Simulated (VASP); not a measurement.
```
CaSe
1.0
    0.00000     2.98223     2.98223
    2.98223     0.00000     2.98223
    2.98223     2.98223     0.00000
Ca Se
1 1
Direct
  0.00000   0.00000   0.00000
  0.50000   0.50000   0.50000
```

Method: PBE GGA, VASP's PBE PAW potentials (set 64) (plane waves; VASP). Numerical set-up: 480 eV cut-off, 7×7×7 Γ-centred mesh, Gaussian smearing of 0.050 eV, potentials Ca_sv Se.

Task: What does the run give for the energy per atom (σ→0)?

Result: 
- energy per atom (σ→0): -4.743 eV/atom

Total energies compare only between runs with the same potentials, cut-off and functional.

The compound is CaSe in the rock salt structure. It was relaxed first. The start is the result of an earlier pass.
